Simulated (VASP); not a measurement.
Method: PBE GGA with D3 dispersion (Becke-Johnson damping), VASP's PBE PAW potentials (set 64) (plane waves; VASP).

The input files of a VASP run:

File KPOINTS:
```
kpoints
0
gamma
  6 6 4
0 0 0
```

INCAR:
```
! general
SYSTEM  = CdS
PREC    = Accurate
ENCUT   = 520
LREAL   = .False.
LASPH   = .True.

! electronic loop
EDIFF   = 1E-7
NELM    = 100
ALGO    = Normal
LMAXMIX = 4

! smearing
ISMEAR  = 0
SIGMA   = 0.05

! functional
GGA     = PE
IVDW    = 12

! ions
IBRION  = 2
NSW     = 30
ISIF    = 4
EDIFFG  = -0.01

! output
LWAVE   = .False.
LCHARG  = .False.
```

POSCAR:
```
CdS
1.0
  2.0963913492  -3.6310561546   0.0000000000
  2.0963913492   3.6310561546   0.0000000000
  0.0000000000   0.0000000000   6.8158597785
Cd S
2 2
Direct
  0.6666670000   0.3333330000   0.5000545832
  0.3333330000   0.6666670000   0.0000545832
  0.6666670000   0.3333330000   0.8769454168
  0.3333330000   0.6666670000   0.3769454168
```

POTCAR, in this order: Cd S (PBE.64 set). Program: vasp_std.

Problem. Estimate the energy per atom (σ→0), dispersion energy, pressure, band gap (on the k-mesh).

Solution. 
```
Quantity                          Result
------------------------  --------------
energy per atom (σ→0)     -3.366 eV/atom
dispersion energy              -1.166 eV
band gap (on the k-mesh)         1.12 eV
pressure                       -1.53 GPa
```

File OSZICAR:
```
...
DAV:  10    -0.122962290725E+02   -0.21481E-03   -0.16569E-03  1066   0.426E-01    0.113E-01
DAV:  11    -0.122963412659E+02   -0.11219E-03   -0.23466E-04  1096   0.113E-01    0.106E-01
DAV:  12    -0.122963879833E+02   -0.46717E-04   -0.20966E-04  1008   0.843E-02    0.232E-02
DAV:  13    -0.122963874752E+02    0.50809E-06   -0.16743E-05  1128   0.307E-02    0.600E-03
DAV:  14    -0.122963886791E+02   -0.12039E-05   -0.18125E-06   990   0.872E-03    0.921E-03
DAV:  15    -0.122963880832E+02    0.59588E-06   -0.13681E-06  1116   0.704E-03    0.266E-03
DAV:  16    -0.122963880492E+02    0.34060E-07   -0.13755E-07   726   0.255E-03
   1 F= -.13462592E+02 E0= -.13462592E+02  d E =-.134626E+02
```

The compound is CdS in the wurtzite structure. This cell is one point of a volume scan, at 1.03 of the reference volume.
